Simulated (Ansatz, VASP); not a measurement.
# Cross-check of HfSi between VASP and Ansatz

One calculation is typed for both programs; each brings its own data sets and cutoff. How far apart do they land?

Program: Ansatz 0.2.0. Level of theory: plane waves, with VASP 6.6.1 beside it; single point at PBEsol and band structure at PBEsol. Results are calculated unless marked as measured.

## 1. The starting structure

The structure is orthorhombic, space group Pnma (No. 62). Conventional cell: a = 6.889 Å, b = 3.772 Å, c = 5.223 Å, α = 90.00°, β = 90.00°, γ = 90.00°. Nearest to Hf lie 7 Si at 2.71 to 2.82 Å. Nearest to Si lie 2 Si at 2.39 Å and 7 Hf at 2.71 to 2.82 Å. Farther neighbours are not listed.

## 2. VASP: single point, PBEsol

With cell and atoms fixed, the geometry can't cause a difference; cores, projectors, grids and the points listed under the comparison can.

Lines of VASP's logs that name or quote its potential files are left out, and so is its time.

Input file INCAR:

```
SYSTEM = HfSi
PREC = Accurate
ENCUT = 400
EDIFF = 1E-06
NELM = 100
ISMEAR = -1
SIGMA = 0.05
LREAL = .FALSE.
ALGO = Normal
GGA = PS
NBANDS = 36
LASPH = .TRUE.
LORBIT = 11
LWAVE = .FALSE.
LCHARG = .FALSE.
KPAR = 4
NCORE = 2
ISIF = 2
```

Input file POSCAR:

```
HfSi
1.0
    6.8890000000      0.0000000000      0.0000000000
    0.0000000000      3.7720000000      0.0000000000
    0.0000000000      0.0000000000      5.2230000000
Hf Si
4 4
Direct
    0.1780000000      0.2500000000      0.1240000000
    0.3220000000      0.7500000000      0.6240000000
    0.6780000000      0.2500000000      0.3760000000
    0.8220000000      0.7500000000      0.8760000000
    0.0400000000      0.2500000000      0.6300000000
    0.4600000000      0.7500000000      0.1300000000
    0.5400000000      0.2500000000      0.8700000000
    0.9600000000      0.7500000000      0.3700000000
```

Input file KPOINTS:

```
Automatic mesh
0
Gamma
3 5 4
0 0 0
```

Potentials, in the order of the species: Hf_pv and Si (PBE family, release 64).

Launch:

```console
> mpirun -np 8 vasp_std
```

Numbers of over 12 decimals in the logs are rounded to 6 here.

The program printed:

```text
[banner, memory and clock lines left out]
running    8 mpi-ranks, on    1 nodes
 distrk:  each k-point on    2 cores,    4 groups
 distr:  one band on    2 cores,    1 groups

 POSCAR found type information on POSCAR HfSi
 POSCAR found :  2 types and       8 ions
|                                                                             |
|               ----> ADVICE to this user running VASP <----                  |
|                                                                             |
|     You enforced a specific xc type in the INCAR file but a different       |
|     [... a line on the potential file left out ...]
|     I HOPE YOU KNOW WHAT YOU ARE DOING!                                     |
|                                                                             |

 LDA part: xc-table for (Slater+PW92), standard interpolation
 POSCAR, INCAR and KPOINTS ok, starting setup
 FFT: planning ... GRIDC
 FFT: planning ... GRID_SOFT
 FFT: planning ... GRID
 WAVECAR not read
 entering main loop
       N       E                     dE             d eps       ncg     rms          rms(c)
DAV:   1     0.192575815805E+03    0.19258E+03   -0.25153E+04  1320   0.118E+03
DAV:   2    -0.623655779651E+02   -0.25494E+03   -0.24801E+03  1568   0.297E+02
DAV:   3    -0.751123327181E+02   -0.12747E+02   -0.12455E+02  1660   0.466E+01
DAV:   4    -0.753685389050E+02   -0.25621E+00   -0.25498E+00  1616   0.710E+00
DAV:   5    -0.753717231406E+02   -0.31842E-02   -0.31804E-02  1584   0.791E-01    0.917E+01
DAV:   6    -0.724578696270E+02    0.29139E+01   -0.83394E+00  1484   0.987E+00    0.567E+01
DAV:   7    -0.722622599322E+02    0.19561E+00   -0.39340E+00  1624   0.780E+00    0.765E+00
DAV:   8    -0.721325162228E+02    0.12974E+00   -0.78478E-01  1440   0.307E+00    0.127E+00
DAV:   9    -0.721316287314E+02    0.88749E-03   -0.39200E-02  1604   0.879E-01    0.622E-01
DAV:  10    -0.721314552184E+02    0.17351E-03   -0.19220E-03  1596   0.159E-01    0.313E-01
DAV:  11    -0.721314496768E+02    0.55416E-05   -0.18559E-04  1600   0.486E-02    0.944E-02
DAV:  12    -0.721314443998E+02    0.52770E-05   -0.25944E-05  1552   0.198E-02    0.615E-02
DAV:  13    -0.721314449590E+02   -0.55920E-06   -0.24917E-06  1352   0.613E-03
   1 F= -.72131445E+02 E0= -.72126444E+02  d E =-.100021E-01
```

From OUTCAR (step 2):

```text
ion  position               nearest neighbor table
   1  0.178  0.250  0.124-   6 2.71   6 2.71   8 2.73   8 2.73   5 2.75   5 2.81   7 2.82   4 3.35
                             4 3.35   2 3.37   2 3.37   2 3.37   2 3.37   3 3.69   3 3.69
   2  0.322  0.750  0.624-   5 2.71   5 2.71   7 2.73   7 2.73   6 2.75   6 2.81   8 2.82   3 3.35
                             3 3.35   1 3.37   1 3.37   1 3.37   1 3.37   4 3.69   4 3.69
   3  0.678  0.250  0.376-   8 2.71   8 2.71   6 2.73   6 2.73   7 2.75   7 2.81   5 2.82   2 3.35
                             2 3.35   4 3.37   4 3.37   4 3.37   4 3.37   1 3.69   1 3.69
   4  0.822  0.750  0.876-   7 2.71   7 2.71   5 2.73   5 2.73   8 2.75   8 2.81   6 2.82   1 3.35
                             1 3.35   3 3.37   3 3.37   3 3.37   3 3.37   2 3.69   2 3.69
   5  0.040  0.250  0.630-   8 2.39   8 2.39   2 2.71   2 2.71   4 2.73   4 2.73   1 2.75   1 2.81
                             3 2.82
   6  0.460  0.750  0.130-   7 2.39   7 2.39   1 2.71   1 2.71   3 2.73   3 2.73   2 2.75   2 2.81
                             4 2.82
   7  0.540  0.250  0.870-   6 2.39   6 2.39   4 2.71   4 2.71   2 2.73   2 2.73   3 2.75   3 2.81
                             1 2.82
   8  0.960  0.750  0.370-   5 2.39   5 2.39   3 2.71   3 2.71   1 2.73   1 2.73   4 2.75   4 2.81
                             2 2.82

  LATTYP: Found a simple orthorhombic cell.
 ALAT       =     3.7720000000
 B/A-ratio  =     1.3846765642
 C/A-ratio  =     1.8263520679

 Subroutine GETGRP returns: Found  8 space group operations
 (whereof  2 operations were pure point group operations)

The static configuration has the point symmetry S_2 .
 The point group associated with its full space group is D_2h.

 Found     18 irreducible k-points:

   k-points           NKPTS =     18   k-points in BZ     NKDIM =     18   number of bands    NBANDS=     36

   dimension x,y,z NGX =    48 NGY =   28 NGZ =   36
   dimension x,y,z NGXF=    96 NGYF=   56 NGZF=   72

   ENCUT  =  400.0 eV  29.40 Ry    5.42 a.u.  11.23  6.15  8.52*2*pi/ulx,y,z

   NELECT =      56.0000    total number of electrons

 k-points in reciprocal lattice and weights: Automatic mesh
   0.00000000  0.00000000  0.00000000       0.017
   0.33333333  0.00000000  0.00000000       0.033
   0.00000000  0.20000000  0.00000000       0.033
   0.33333333  0.20000000  0.00000000       0.067
   0.00000000  0.40000000  0.00000000       0.033
   0.33333333  0.40000000  0.00000000       0.067
   0.00000000  0.00000000  0.25000000       0.033
   0.33333333  0.00000000  0.25000000       0.067
   0.00000000  0.20000000  0.25000000       0.067
[...]
0.00000000  0.40000000  0.50000000       0.033
   0.33333333  0.40000000  0.50000000       0.067

 average (electrostatic) potential at core
       1 -34.4503       2 -34.4503       3 -34.4503       4 -34.4503       5 -81.5827
       6 -81.5827       7 -81.5827       8 -81.5827

 E-fermi :   7.5323

 k-point     1 :       0.0000    0.0000    0.0000
  band No.  band energies     occupation
    ...
     24       5.0341      2.00000
     25       6.6340      2.00000
     26       7.0738      1.99979
     27       7.1068      1.99960
     28       7.2027      1.99726
     29       7.6502      0.17298
     30       8.1333      0.00001
     31       8.3488      0.00000
     32       8.4693      0.00000
     33       8.8226      0.00000
    ...

 k-point     2 :       0.3333    0.0000    0.0000
  band No.  band energies     occupation
    ...
     25       6.4791      2.00000
     26       6.6255      2.00000
     27       6.8017      2.00000
     28       7.1649      1.99871
     29       7.4627      1.60226
     30       8.0867      0.00003
     31       8.1582      0.00001
     32       8.2349      0.00000
     33       9.4939      0.00000
     34       9.7162      0.00000
    ...

 k-point     3 :       0.0000    0.2000    0.0000
  band No.  band energies     occupation
    ...
     24       5.7066      2.00000
     25       6.2402      2.00000
     26       6.2937      2.00000
     27       6.3699      2.00000
     28       6.5854      2.00000
     29       7.9250      0.00078
     30       8.7919      0.00000
     31       9.0649      0.00000
     32       9.1816      0.00000
     33       9.5008      0.00000
    ...

  Total       -2.6920386     -1.2113700     -2.3873542      0.0000000      0.0000000      0.0000000
  in kB      -31.7792735    -14.3001136    -28.1825019      0.0000000      0.0000000      0.0000000
  external PRESSURE =     -24.7539630 kB  Pullay stress =       0.0000000 kB

  energy-cutoff  :      400.00
  volume of cell :      135.72
      direct lattice vectors                 reciprocal lattice vectors
     6.889000000  0.000000000  0.000000000     0.145158949  0.000000000  0.000000000
     0.000000000  3.772000000  0.000000000     0.000000000  0.265111347  0.000000000
     0.000000000  0.000000000  5.223000000     0.000000000  0.000000000  0.191460846

 POSITION                                       TOTAL-FORCE (eV/Angst)
 -----------------------------------------------------------------------------------
      1.22624      0.94300      0.64765        -0.348104     -0.000000     -0.063194
      2.21826      2.82900      3.25915         0.348104      0.000000     -0.063194
      4.67074      0.94300      1.96385        -0.348104      0.000000      0.063194
      5.66276      2.82900      4.57535         0.348104      0.000000      0.063194
      0.27556      0.94300      3.29049         0.262000      0.000000      0.867427
      3.16894      2.82900      0.67899        -0.262000      0.000000      0.867427
      3.72006      0.94300      4.54401         0.262000      0.000000     -0.867427
      6.61344      2.82900      1.93251        -0.262000      0.000000     -0.867427
 -----------------------------------------------------------------------------------
    total drift:                               -0.000000      0.000000     -0.000000

  FREE ENERGIE OF THE ION-ELECTRON SYSTEM (eV)
  ---------------------------------------------------
  free  energy   TOTEN  =       -72.1314449590 eV

  energy  without entropy=      -72.1214428890  energy(sigma->0) =      -72.12644392

 total charge
# of ion       s       p       d       tot
------------------------------------------
    1        0.287   6.428   1.716   8.432
    2        0.287   6.428   1.716   8.432
    3        0.287   6.428   1.716   8.432
    4        0.287   6.428   1.716   8.432
    5        0.743   0.977   0.000   1.721
    6        0.743   0.977   0.000   1.721
    7        0.743   0.977   0.000   1.721
    8        0.743   0.977   0.000   1.721
--------------------------------------------------
tot          4.122  29.622   6.865  40.609

[... 3 further parts left out ...]
```

Harder data sets than Hf_pv exist (the GW ones), and pressures, volumes and forces can shift noticeably with them. At this level the cell is under a tension of 2.5 GPa, so at these settings it is away from equilibrium.

## 3. Ansatz: single point, PBEsol

Ansatz runs on its default PAW (the set named soft_2) files.

The same cell, functional, mesh and smearing now go to Ansatz, which takes its cutoff from its data sets.

Input file input.yaml:

```yaml
crystal:
  lattice:
    - [6.889, 0.0, 0.0]
    - [0.0, 3.772, 0.0]
    - [0.0, 0.0, 5.223]
  atoms:
    - { symbol: Hf, position: [0.178, 0.25, 0.124] }
    - { symbol: Hf, position: [0.322, 0.75, 0.624] }
    - { symbol: Hf, position: [0.678, 0.25, 0.376] }
    - { symbol: Hf, position: [0.822, 0.75, 0.876] }
    - { symbol: Si, position: [0.04, 0.25, 0.63] }
    - { symbol: Si, position: [0.46, 0.75, 0.13] }
    - { symbol: Si, position: [0.54, 0.25, 0.87] }
    - { symbol: Si, position: [0.96, 0.75, 0.37] }
hamiltonian:
  xc: pbesol
  pseudopotentials: { kind: paw }
kpoints:
  mp_grid: { grid: [3, 5, 4] }
scf:
  occupations: { method: fermi_dirac, width: 0.05 }
  n_extra_bands: 6
output:
  forces: true
  stress: true
  eigenvalues: true
  write_density: true
  write_potential: true
  elf: true
  volumetric_format: npy
```

Launch:

```console
> ansatz run input.yaml --threads 4 --pin off --max-ram 9216MiB --backend cpu --events-out ev --progress --plain --runs-dir out
```

The program printed:

```text
scf.n_extra_bands = 6 over 60 filled bands (N_el = 120.0): the run solves 66 bands
Engine: ansatz 0.2.0, aarch64-unknown-linux-gnu
Pseudopotentials: kind: paw
Pseudopotential: Hf, paw, valence charge 26, recommended cutoff 420 eV (normal), Hf.paw.azcp
Pseudopotential: Si, paw, valence charge 4, recommended cutoff 420 eV (normal), Si.paw.azcp
Functional definition: PBEsol
  exchange = pbesol_x
  correlation = pbesol_c
Crystal: 8 atoms, lattice volume = 135.721 Å³
Basis set: ecut = 420 eV, 2667 PW (Γ), exchange–correlation on 96×54×72 points (8 copies of the dense FFT grid, shifted against one another)
Bands: 66, of which v1, the nominal top of the filled ones, is band 60 counted from 1 (59 counted from 0)
Symmetry: 8 space group operations
Space group: Pnma (ITA 62), of the structure as read, at distance tolerance 5.1e-5 Å
k-points: 18 of 60
Non-local potential: Hf, projectors of the file, l = 0: 3, l = 1: 2, l = 2: 2, l = 3: 3
Non-local potential: Si, projectors of the file, l = 0: 2, l = 1: 2, l = 2: 2
PAW form: soft (Blöchl's): semilocal exchange-correlation on the pseudo side does not see the compensation charge
PAW frozen core: Hf, regenerated for the run's functional, and the local potential with it (the file was generated under x = pbe(κ = 0.804, μ = 0.219515), c = pbe(β = 0.066725))
PAW frozen core: Si, regenerated for the run's functional, and the local potential with it (the file was generated under x = pbe(κ = 0.804, μ = 0.219515), c = pbe(β = 0.066725))
PAW one-centre angular grid: Hf, 590 points (default); XC on 64 Gauss nodes
PAW one-centre angular grid: Si, 110 points (default); XC on 64 Gauss nodes
Initial density: superposition of atomic densities (neutral atoms: chi_scale 0, normalization atom), corrected by the library's trained network
Initial wavefunctions: pseudopotential atomic-orbital guess
Functional: x = pbesol(κ = 0.804, μ = 0.123457), c = pbesol(β = 0.046)
SCF iter   1: F=—  HF=-64885.207555 eV  |F-HF|=—  |Δ(HF+E_count)|=         —  Δρ=4.32e-3  dr2=5.28e-2  ethr=1.77e-3  ⟨swp⟩=5.7  Hψ=4203  notcnv=0
preconditioner: auto → Kerker (q_TF=auto, 2.673 Å⁻¹)  [metal: Δε(μ)=0.122 eV  Ē_g=15.291 eV  σ=0.050 eV  W_gap=0.50  n_scr=42 (ndim 8)  ℏωp=33.7 eV  f_vac=0.000  D(μ)=1.21/eV (n_scr^D=4)]
SCF iter   2: F=—  HF=-64885.199595 eV  |F-HF|=—  |Δ(HF+E_count)|=   7.96e-3  Δρ=2.57e-3  dr2=1.82e-2  ethr=4.40e-5  ⟨swp⟩=2.0  Hψ=1630  notcnv=0
preconditioner: auto → Resta (q_TF=auto, 2.673 Å⁻¹)  ε∞=5.9  [insulator: Δε(μ)=0.147 eV  Ē_g=15.292 eV  σ=0.050 eV  W_gap=0.58  n_scr=42 (ndim 8)  ℏωp=33.7 eV  f_vac=0.000  D(μ)=1.14/eV (n_scr^D=4)  ε∞_Penn≈5.9]
SCF iter   3: F=—  HF=-64885.195123 eV  |F-HF|=—  |Δ(HF+E_count)|=   4.47e-3  Δρ=3.46e-4  dr2=2.21e-4  ethr=1.52e-5  ⟨swp⟩=2.0  Hψ=1562  notcnv=0
SCF iter   4: F=—  HF=-64885.195082 eV  |F-HF|=—  |Δ(HF+E_count)|=   4.17e-5  Δρ=1.04e-4  dr2=1.61e-5  ethr=1.84e-7  ⟨swp⟩=2.0  Hψ=2199  notcnv=0
SCF iter   5: F=—  HF=-64885.195051 eV  |F-HF|=—  |Δ(HF+E_count)|=   3.03e-5  Δρ=6.64e-5  dr2=7.79e-6  ethr=1.34e-8  ⟨swp⟩=2.2  Hψ=2338  notcnv=0
SCF iter   6: F=—  HF=-64885.194990 eV  |F-HF|=—  |Δ(HF+E_count)|=   6.09e-5  Δρ=1.61e-5  dr2=3.67e-7  ethr=6.49e-9  ⟨swp⟩=2.0  Hψ=2266  notcnv=0
SCF iter   7: F=-64885.194990 eV  HF=-64885.194990 eV  |F-HF|=3.13e-8  |Δ(HF+E_count)|=   7.52e-8  Δρ=3.88e-6  dr2=2.39e-8  ethr=8.33e-11  ⟨swp⟩=9.7  Hψ=9215  notcnv=0
SCF 1 converged in 7 iterations: F = -64885.194990 eV  dr2 = 2.39e-8
  Residual-converged pass: ⟨swp⟩=1.0  Hψ=1260  notcnv=0  max |occ|·‖R‖ = 7.0e-9 eV (tolerance 1.0e-8 eV)  dr2=2.39e-8  dr2_onsite=4.33e-8  max |Δocc| = 7.3e-11
  greatest PAW one-centre occupation: 0.998 electrons in one spin orbital (limit 2), on the Hf atom at site 2 (counted from 0), in its partial waves of l = 3
SCF converged after 7 iterations
Free energy (F): -64885.194990 eV
Harris-Foulkes:  -64885.194990 eV  (|F-HF|=3.13e-8)
Internal energy: -64885.184795 eV  (E = F + TS)
E sigma→0 (E₀):  -64885.189893 eV
Entropy (-TS):   -0.010195 eV (-1.274 meV/atom)
Fermi energy:    17.658741 eV
--- Per-component energies (eV) ---
  E_band       = 80.916815
  E_kinetic    = 1869.586310
  E_local      = -23134.923400  (includes V_loc(G=0)·N_el)
  E_nonlocal   = -4852.606211
  E_hartree    = 10891.847381
  E_xc         = -1416.796381
  E_vxc        = -1261.272198  (∫ρ·V_xc dr)
  E_paw        = -29221.735256  (= ΣΔE_a)
  E_vpaw       = 5676.436028  (= ΣTr[D̂ρ^β])
  E_aug_tail   = 0.000018  (compensation charges beyond the density's cutoff)
  E_ewald      = -19025.687865
  E_core_change = 5.130609  (= ΣΔE_core)
  E_smearing   = -0.010195  (= −TS)
  E_closure    = -0.000000  (closes the sum)
  Σ components = -64885.194990   (vs F -64885.194990, Δ=0.00e0)
--- Forces (eV/Å), atoms counted from 1 ---
  atom   1  Hf    -0.34710981     0.00000000    -0.05856115
  atom   2  Hf     0.34710981     0.00000000    -0.05856115
  atom   3  Hf    -0.34710981     0.00000000     0.05856115
  atom   4  Hf     0.34710981     0.00000000     0.05856115
  atom   5  Si     0.26448626     0.00000000     0.86915470
  atom   6  Si    -0.26448626     0.00000000     0.86915470
  atom   7  Si     0.26448626     0.00000000    -0.86915470
  atom   8  Si    -0.26448626     0.00000000    -0.86915470
  max |Σ_I F_I| component: 1.13e-17 eV/Å
--- Stress (GPa, compression-positive) ---
       -3.162288       0.000000       0.000000
        0.000000      -1.395676       0.000000
        0.000000       0.000000      -2.742550
  P = ⅓ Tr σ = -2.4335 GPa (-24.335 kbar)
--- Band table (eV; the first three rows and the last of 18) ---
  k-point 0: bands = [... 56 lower, 16.7517, 17.1986, 17.2343, 17.3200, 17.7792, 18.2612, 18.4740, 18.5956, ... 2 higher]
  k-point 1: bands = [... 56 lower, 16.6626, 17.2926, 17.3032, 17.3461, 17.3916, 18.0619, 18.1108, 18.9966, ... 2 higher]
  k-point 2: bands = [... 56 lower, 16.2333, 16.2333, 17.4550, 17.4550, 18.3783, 18.3783, 18.4117, 18.4117, ... 2 higher]
  k-point 17: bands = [... 56 lower, 15.8848, 15.8848, 16.4591, 16.4591, 18.5489, 18.5489, 19.5930, 19.5930, ... 2 higher]
```

Run time: 4.1 s. Hardware: 4 threads of Arm Neoverse V1, shared host; peak memory 0.59 GiB; 15 s of CPU time.

The run ends at a pressure of -2.43 GPa, with forces up to 0.91 eV/Å.

## 4. Comparison

Known differences besides the potentials themselves: the data sets hold 120 valence electrons in Ansatz (default PAW (the set named soft_2) files) and 56 in VASP; the cutoff is 420 eV in Ansatz and 400 eV in VASP; Ansatz makes its cores anew for this functional, VASP keeps those of its PBE data sets. Total energies have different zeros and are not compared.

The two programs side by side:

```
      quantity  Ansatz   VASP  difference
pressure (GPa)   -2.43  -2.48       +0.04
```

Forces (eV/Å; atoms numbered as in POSCAR):

```
atom         Ansatz x, y, z           VASP x, y, z
 Hf1  -0.347, 0.000, -0.059  -0.348, 0.000, -0.063
 Hf2   0.347, 0.000, -0.059   0.348, 0.000, -0.063
 Hf3   -0.347, 0.000, 0.059   -0.348, 0.000, 0.063
 Hf4    0.347, 0.000, 0.059    0.348, 0.000, 0.063
 Si5    0.264, 0.000, 0.869    0.262, 0.000, 0.867
 Si6   -0.264, 0.000, 0.869   -0.262, 0.000, 0.867
 Si7   0.264, 0.000, -0.869   0.262, 0.000, -0.867
 Si8  -0.264, 0.000, -0.869  -0.262, 0.000, -0.867
```

The forces differ by 2.3 meV/Å r.m.s., which is 0.6 % of the r.m.s. force of 0.40 eV/Å (both taken over all components). Ansatz's pressure holds a Pulay correction of 0.04 GPa; VASP's holds none.

(Continued in part 2 of 2.)

[Lines on the potential files, build, host, timing and source positions are cut from VASP's logs without a mark.]

[Logs are printed without paths, hosts, clocks, repeated set-up lines and the standing remarks that a program may print on its own settings, such as how far it seeks lower states.]

[Hosts, paths, dates, database ids (printed as entryN), source tags and the programs' standing remarks are cut or masked in the printed files.]
